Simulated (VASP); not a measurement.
Input:

```
InSb
1.0
    0.00000     2.95040     2.95040
    2.95040     0.00000     2.95040
    2.95040     2.95040     0.00000
In Sb
1 1
Direct
  0.00000   0.00000   0.00000
  0.25000   0.25000   0.25000
```

Computed with PBE GGA, VASP's PBE PAW potentials (set 64) (plane waves; VASP). Run with 500 eV cut-off, 8×8×8 Γ-centred mesh, Gaussian smearing of 0.050 eV, potentials In_d Sb.

Q: Estimate the energy per atom (σ→0), pressure.

A: 
```
Item                           Result
---------------------  --------------
energy per atom (σ→0)  -2.749 eV/atom
pressure                   300.0 kbar
```

The compound is InSb in the zinc blende structure. It was relaxed first under an external pressure of 30 GPa.
